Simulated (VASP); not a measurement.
Level of theory: G0W0 on PBE orbitals, VASP's PBE PAW potentials (set 64) (plane waves; VASP).

Input for VASP

### KPOINTS
```
Automatic mesh
0
Gamma
6 6 6
0 0 0
```

**INCAR**
```
# general
SYSTEM       =  MgO
PREC         =  Normal
ENCUT        =  500
LREAL        =  F
LASPH        =  T
NBANDS       =  120

# electronic loop
ALGO         =  EVGW0

# smearing
ISMEAR       =  0
SIGMA        =  0.01

# functional
GGA          =  PE

# output
LWAVE        =  F
LCHARG       =  F

# other
NELMGW       =  1
NOMEGA       =  64
ENCUTGW      =  180
NBANDSGW     =  16
LSPECTRALGW  =  T
```

### POSCAR
```
MgO
2.976920
  0.0000000000   0.7071066740   0.7071066740
  0.7071066740   0.0000000000   0.7071066740
  0.7071066740   0.7071066740   0.0000000000
Mg O
1 1
Direct
  0.0000000000   0.0000000000   0.0000000000
  0.5000000000   0.5000000000   0.5000000000
```

POTCAR, in this order: Mg_sv_GW O_GW_new (PBE.64 set). Program: vasp_std. Read from the step before: WAVECAR, WAVEDER.

Output of the run:

### OUTCAR
```
 ion  position               nearest neighbor table
   1  0.000  0.000  0.000-   2 2.10   2 2.10   2 2.10   2 2.10   2 2.10   2 2.10
   2  0.500  0.500  0.500-   1 2.10   1 2.10   1 2.10   1 2.10   1 2.10   1 2.10
  LATTYP: Found a face centered cubic cell.
 ALAT       =     4.2100000000
 Subroutine PRICEL returns:
 Original cell was already a primitive cell.
 Subroutine GETGRP returns: Found 48 space group operations
The static configuration has the point symmetry O_h .
The dynamic configuration has the point symmetry O_h .
 Subroutine INISYM returns: Found 48 space group operations
 Subroutine IBZKPT returns following result:
 Found     16 irreducible k-points:

 Following reciprocal coordinates:
            Coordinates               Weight
  0.000000  0.000000  0.000000      1.000000
  0.166667  0.000000  0.000000      8.000000
  0.333333  0.000000  0.000000      8.000000
  0.500000  0.000000  0.000000      4.000000
  0.166667  0.166667  0.000000      6.000000
  0.333333  0.166667  0.000000     24.000000
  0.500000  0.166667  0.000000     24.000000
 -0.333333  0.166667  0.000000     24.000000
 -0.166667  0.166667  0.000000     12.000000
  0.333333  0.333333  0.000000      6.000000
  0.500000  0.333333  0.000000     24.000000
 -0.333333  0.333333  0.000000     12.000000
  0.500000  0.500000  0.000000      3.000000
  0.500000  0.333333  0.166667     24.000000
 -0.333333  0.333333  0.166667     24.000000
 -0.333333  0.500000  0.166667     12.000000
 Subroutine IBZKPT_HF returns following result:
   k-points           NKPTS =     16   k-points in BZ     NKDIM =    216   number of bands    NBANDS=    120
   number of dos      NEDOS =    301   number of ions     NIONS =      2
   total plane-waves  NPLWV =   4096
   dimension x,y,z NGX =    16 NGY =   16 NGZ =   16
   dimension x,y,z NGXF=    32 NGYF=   32 NGZF=   32
   ions per type =               1   1
   PREC   = normal    normal or accurate (medium, high low for compatibility)
   ISTART =      1    job   : 0-new  1-cont  2-samecut
   ICHARG =      0    charge: 1-file 2-atom 10-const
   ISPIN  =      1    spin polarized calculation?
   LNONCOLLINEAR =      F non collinear calculations
   LSORBIT =      F    spin-orbit coupling
   INIWAV =      1    electr: 0-lowe 1-rand  2-diag
   ENCUT  =  500.0 eV  36.75 Ry    6.06 a.u.   5.43  5.43  5.43*2*pi/ulx,y,z
   NELM   =     60;   NELMIN=  2; NELMDL=  0     # of ELM steps
   EDIFF  = 0.1E-03   stopping-criterion for ELM
   LREAL  =      F    real-space projection
   NLSPLINE    = F    spline interpolate recip. space projectors
   LMAXMIX     =    2 max onsite mixed and CHGCAR
   VOSKOWN=      0    Vosko Wilk Nusair interpolation
   EDIFFG = 0.1E-02   stopping-criterion for IOM
   NSW    =      0    number of steps for IOM
   NBLOCK =      1;   KBLOCK =      1    inner block; outer block
   IBRION =     -1    ionic relax: 0-MD 1-quasi-New 2-CG
   NFREE  =      0    steps in history (QN), initial steepest desc. (CG)
   ISIF   =      0    stress and relaxation
   ISYM   =      3    0-nonsym 1-usesym 2-fastsym
   TEIN   =    0.0    initial temperature
   TEBEG  =    0.0;   TEEND  =   0.0 temperature during run
   SMASS  =  -3.00    Nose mass-parameter (am)
   PSTRESS=    0.0 pullay stress
   NELECT =      16.0000    total number of electrons
   EFERMI =   0.00;   METHOD = LEGACY
   ISMEAR =     0;   SIGMA  =   0.01  broadening in eV -4-tet -1-fermi 0-gaus
   IALGO  =     38    algorithm
   LDIAG  =      T    sub-space diagonalisation (order eigenvalues)
   IMIX   =      4    mixing-type and parameters
     AMIX     =   0.40;   BMIX     =  1.00
     AMIX_MAG =   1.60;   BMIX_MAG =  1.00
     AMIN     =   0.10
   GGA     = PE    functional components
   VOSKOWN =     0    Vosko Wilk Nusair interpolation
...
```

**OSZICAR**
```
energies w=
    0.000    0.000    1.785    0.000    3.566    0.000    5.340    0.000
    7.103    0.000    8.853    0.000   10.587    0.000   12.303    0.000
   13.999    0.000   15.674    0.000   17.328    0.000   18.960    0.000
   20.570    0.000   22.160    0.000   23.730    0.000   25.281    0.000
   26.816    0.000   28.336    0.000   29.843    0.000   31.339    0.000
   32.827    0.000   34.310    0.000   35.789    0.000   37.269    0.000
   38.751    0.000   40.240    0.000   41.739    0.000   43.250    0.000
   44.779    0.000   46.329    0.000   47.904    0.000   49.509    0.000
   51.149    0.000   52.829    0.000   54.557    0.000   56.337    0.000
   58.177    0.000   60.086    0.000   62.073    0.000   64.148    0.000
   66.322    0.000   68.609    0.000   71.023    0.000   73.583    0.000
   76.307    0.000   79.221    0.000   82.350    0.000   85.728    0.000
   89.394    0.000   93.394    0.000   97.783    0.000  102.633    0.000
  108.027    0.000  114.072    0.000  120.902    0.000  128.690    0.000
  137.662    0.000  148.117    0.000  160.461    0.000  175.262    0.000
  193.333    0.000  215.884    0.000  244.798    0.000  283.173    0.000
NQ=   1    0.0000    0.0000    0.0000,
 performed        448000 updates of chi_q(r,r)
NQ=   2    0.1667    0.0000    0.0000,
 performed       1249000 updates of chi_q(r,r)
NQ=   3    0.3333    0.0000    0.0000,
 performed       2050000 updates of chi_q(r,r)
NQ=   4    0.5000    0.0000    0.0000,
 performed       2659000 updates of chi_q(r,r)
NQ=   5    0.1667    0.1667    0.0000,
 performed       3372000 updates of chi_q(r,r)
NQ=   6    0.3333    0.1667    0.0000,
 performed       4496000 updates of chi_q(r,r)
NQ=   7    0.5000    0.1667    0.0000,
 performed       5620000 updates of chi_q(r,r)
NQ=   8   -0.3333    0.1667    0.0000,
 performed       6744000 updates of chi_q(r,r)
NQ=   9   -0.1667    0.1667    0.0000,
 performed       7668000 updates of chi_q(r,r)
NQ=  10    0.3333    0.3333    0.0000,
 performed       8381000 updates of chi_q(r,r)
NQ=  11    0.5000    0.3333    0.0000,
 performed       9505000 updates of chi_q(r,r)
NQ=  12   -0.3333    0.3333    0.0000,
 performed      10429000 updates of chi_q(r,r)
NQ=  13    0.5000    0.5000    0.0000,
 performed      10992000 updates of chi_q(r,r)
NQ=  14    0.5000    0.3333    0.1667,
 performed      12124000 updates of chi_q(r,r)
NQ=  15   -0.3333    0.3333    0.1667,
 performed      13156000 updates of chi_q(r,r)
NQ=  16   -0.3333    0.5000    0.1667,
 performed      14080000 updates of chi_q(r,r)
 resolving degeneracies of screened two electron integrals
```

OUTCAR:
```


 k-point   1 :       0.0000    0.0000    0.0000
  band No.  KS-energies  QP-energies   sigma(KS)   V_xc(KS)     V^pw_x(r,r')   Z            occupation Imag(sigma)

      1     -67.8881     -79.2988     -47.8983     -33.7091     -56.4598       0.8042       2.0000       0.6734
      2     -34.6193     -41.6400     -41.7178     -33.1406     -48.6685       0.8185       2.0000       0.3058
      3     -34.6193     -41.6400     -41.7178     -33.1406     -48.6685       0.8185       2.0000       0.3058
      4     -34.6193     -41.6400     -41.7178     -33.1406     -48.6685       0.8185       2.0000       0.3058
      5     -12.8509     -15.3349     -21.7455     -18.3735     -30.1831       0.7367       2.0000       1.4950
      6       4.4047       2.9094     -21.7844     -19.8788     -25.4011       0.7847       2.0000       0.2457
      7       4.4047       2.9094     -21.7844     -19.8788     -25.4011       0.7847       2.0000       0.2457
      8       4.4047       2.9094     -21.7844     -19.8788     -25.4011       0.7847       2.0000       0.2457
      9       9.1502      10.1949     -12.2024     -13.4456      -8.6908       0.8404       0.0000      -0.1486
     10      20.2164      21.2827      -8.3445      -9.6162      -3.6839       0.8384       0.0000      -0.2679
     11      20.2164      21.2827      -8.3445      -9.6162      -3.6839       0.8384       0.0000      -0.2679
     12      20.2164      21.2827      -8.3445      -9.6162      -3.6839       0.8384       0.0000      -0.2679
     13      24.1149      24.6481      -7.2728      -7.9230      -1.7265       0.8201       0.0000      -0.7460
     14      25.9082      27.2904      -9.2021     -10.8571      -4.2156       0.8352       0.0000      -0.3532
     15      25.9082      27.2904      -9.2021     -10.8571      -4.2156       0.8352       0.0000      -0.3532
     16      28.7807      30.4321     -10.9461     -12.9656      -5.0539       0.8177       0.0000      -0.6928

 k-point   2 :       0.1667    0.0000    0.0000
  band No.  KS-energies  QP-energies   sigma(KS)   V_xc(KS)     V^pw_x(r,r')   Z            occupation Imag(sigma)

      1     -67.8912     -79.2494     -47.9033     -33.7162     -56.4669       0.8006       2.0000       0.6727
      2     -34.6415     -41.5912     -41.6700     -33.0936     -48.6223       0.8103       2.0000       0.3135
      3     -34.6218     -41.6368     -41.7125     -33.1374     -48.6633       0.8181       2.0000       0.3052
      4     -34.6218     -41.6368     -41.7125     -33.1374     -48.6633       0.8181       2.0000       0.3052
      5     -12.5628     -15.0307     -21.9934     -18.6430     -30.4013       0.7366       2.0000       1.4629
      6       2.8943       1.2342     -20.0965     -17.9790     -23.6574       0.7840       2.0000       0.2734
      7       4.2264       2.7007     -21.6064     -19.6601     -25.2507       0.7839       2.0000       0.2503
      8       4.2264       2.7007     -21.6064     -19.6601     -25.2507       0.7839       2.0000       0.2503
      9      10.5736      11.7302     -13.1157     -14.5088      -9.5925       0.8302       0.0000      -0.1580
     10      17.8847      18.9304      -8.9614     -10.2191      -4.3558       0.8315       0.0000      -0.2637
     11      20.7922      21.9141      -8.6945     -10.0390      -3.9423       0.8344       0.0000      -0.2894
     12      20.7922      21.9141      -8.6945     -10.0390      -3.9423       0.8344       0.0000      -0.2894
     13      24.6520      26.0512      -9.6114     -11.2960      -4.5644       0.8305       0.0000      -0.3703
     14      24.6520      26.0512      -9.6114     -11.2960      -4.5644       0.8305       0.0000      -0.3703
     15      26.7390      27.8799      -9.2911     -10.6559      -3.5768       0.8360       0.0000      -0.8098
     16      29.6641      30.8882      -8.7078     -10.1355      -3.0339       0.8574       0.0000      -0.9268

 k-point   3 :       0.3333    0.0000    0.0000
  band No.  KS-energies  QP-energies   sigma(KS)   V_xc(KS)     V^pw_x(r,r')   Z            occupation Imag(sigma)

      1     -67.8857     -79.2684     -47.9085     -33.7228     -56.4735       0.8024       2.0000       0.6710
      2     -34.6850     -41.5992     -41.5726     -32.9997     -48.5276       0.8065       2.0000       0.3283
      3     -34.6263     -41.6296     -41.7014     -33.1291     -48.6525       0.8170       2.0000       0.3041
      4     -34.6263     -41.6296     -41.7014     -33.1291     -48.6525       0.8170       2.0000       0.3041
      5     -11.9094     -14.3472     -22.6172     -19.3177     -30.9713       0.7388       2.0000       1.3873
      6       0.7347      -1.1989     -18.6590     -16.1649     -22.5483       0.7753       2.0000       0.3575
      7       3.9013       2.3176     -21.3022     -19.2788     -24.9984       0.7827       2.0000       0.2590
      8       3.9013       2.3176     -21.3022     -19.2788     -24.9984       0.7827       2.0000       0.2590
      9      12.0933      13.2389     -11.5426     -12.9149      -7.6510       0.8348       0.0000      -0.1812
     10      16.7429      18.1719     -12.1551     -13.9215      -7.5178       0.8090       0.0000      -0.2732
     11      21.0202      22.3098      -9.6073     -11.1554      -4.8601       0.8330       0.0000      -0.2856
     12      21.0202      22.3098      -9.6073     -11.1554      -4.8601       0.8330       0.0000      -0.2856
     13      25.3320      26.6275      -9.5038     -11.0795      -4.0970       0.8222       0.0000      -0.5077
     14      25.3320      26.6275      -9.5038     -11.0795      -4.0970       0.8222       0.0000      -0.5077
     15      25.8830      27.1013      -9.5720     -11.0451      -3.9143       0.8270       0.0000      -0.6470
     16      33.6598      35.1317      -8.8688     -10.5613      -3.0641       0.8696       0.0000      -1.3031

 k-point   4 :       0.5000    0.0000    0.0000
  band No.  KS-energies  QP-energies   sigma(KS)   V_xc(KS)     V^pw_x(r,r')   Z            occupation Imag(sigma)

      1     -67.8844     -79.2814     -47.9115     -33.7271     -56.4776       0.8035       2.0000       0.6702
      2     -34.7066     -41.5865     -41.5244     -32.9539     -48.4805       0.8027       2.0000       0.3355
      3     -34.6286     -41.6255     -41.6955     -33.1251     -48.6468       0.8164       2.0000       0.3035
      4     -34.6286     -41.6255     -41.6955     -33.1251     -48.6468       0.8164       2.0000       0.3035
      5     -11.5350     -13.9568     -23.0296     -19.7628     -31.3648       0.7413       2.0000       1.3435
      6      -0.2139      -2.2492     -18.0289     -15.3816     -22.0740       0.7688       2.0000       0.4078
      7       3.7471       2.1397     -21.1688     -19.1119     -24.8894       0.7815       2.0000       0.2629
      8       3.7471       2.1397     -21.1688     -19.1119     -24.8894       0.7815       2.0000       0.2629
      9      12.3196      13.3470     -10.2309     -11.4510      -6.2743       0.8420       0.0000      -0.1810
     10      17.0344      18.7474     -14.3011     -16.4684      -9.4517       0.7904       0.0000      -0.3064
     11      20.7615      22.0994      -9.8763     -11.4791      -5.1805       0.8347       0.0000      -0.2727
     12      20.7615      22.0994      -9.8763     -11.4791      -5.1805       0.8347       0.0000      -0.2727
     13      25.3288      26.4528      -9.1746     -10.5358      -3.5696       0.8258       0.0000      -0.6088
     14      26.9226      28.2056      -9.8355     -11.4121      -3.9161       0.8137       0.0000      -0.7263
     15      26.9226      28.2056      -9.8355     -11.4121      -3.9161       0.8137       0.0000      -0.7263
     16      32.9997      34.6633      -9.5062     -11.4164      -3.8862       0.8709       0.0000      -1.1668

 k-point   5 :       0.1667    0.1667    0.0000
  band No.  KS-energies  QP-energies   sigma(KS)   V_xc(KS)     V^pw_x(r,r')   Z            occupation Imag(sigma)

      1     -67.8905     -79.2650     -47.9042     -33.7175     -56.4681       0.8018       2.0000       0.6725
      2     -34.6399     -41.5963     -41.6692     -33.0969     -48.6227       0.8115       2.0000       0.3121
      3     -34.6268     -41.6243     -41.7045     -33.1272     -48.6543       0.8158       2.0000       0.3062
      4     -34.6268     -41.6243     -41.7045     -33.1272     -48.6543       0.8158       2.0000       0.3062
      5     -12.4756     -14.9412     -22.0615     -18.7190     -30.4616       0.7376       2.0000       1.4538
      6       2.8151       1.1558     -19.9843     -17.8663     -23.5397       0.7834       2.0000       0.2750
      7       4.0151       2.4542     -21.4263     -19.4328     -25.0882       0.7829       2.0000       0.2547
      8       4.0151       2.4542     -21.4263     -19.4328     -25.0882       0.7829       2.0000       0.2547
      9      11.0553      12.2703     -13.4886     -14.9612      -9.9282       0.8251       0.0000      -0.1637
     10      17.1233      18.0215      -7.9807      -9.0490      -3.5002       0.8407       0.0000      -0.2385
     11      21.0935      22.3226      -9.4679     -10.9576      -4.5668       0.8251       0.0000      -0.3212
     12      21.0935      22.3226      -9.4679     -10.9576      -4.5668       0.8251       0.0000      -0.3212
     13      22.1181      23.5117     -10.0215     -11.6991      -5.1046       0.8307       0.0000      -0.3184
     14      26.7540      28.1562      -9.2459     -10.9241      -4.1852       0.8355       0.0000      -0.3884
     15      29.0799      29.9661      -7.4992      -8.4996      -1.9340       0.8857       0.0000      -1.1033
     16      30.1007      31.6774     -10.2743     -12.1825      -4.4044       0.8263       0.0000      -0.7595

 k-point   6 :       0.3333    0.1667    0.0000
  band No.  KS-energies  QP-energies   sigma(KS)   V_xc(KS)     V^pw_x(r,r')   Z            occupation Imag(sigma)

      1     -67.8854     -79.3036     -47.9083     -33.7226     -56.4730       0.8049       2.0000       0.6712
      2     -34.6712     -41.6060     -41.6035     -33.0302     -48.5565       0.8089       2.0000       0.3211
      3     -34.6325     -41.6209     -41.6911     -33.1161     -48.6409       0.8150       2.0000       0.3056
      4     -34.6325     -41.6209     -41.6911     -33.1161     -48.6409       0.8150       2.0000       0.3056
      5     -11.9615     -14.3979     -22.5283     -19.2286     -30.8868       0.7384       2.0000       1.3957
...
```
(Selected blocks of OUTCAR.)

The mesh is coarse and the basis finite, so the quasiparticle values are not converged.

The compound is MgO in the rock salt structure. The cell was not relaxed at this level. The k-mesh is coarse (spacing up to 0.43 per Å, 2π included), so the numbers may not be converged in it.
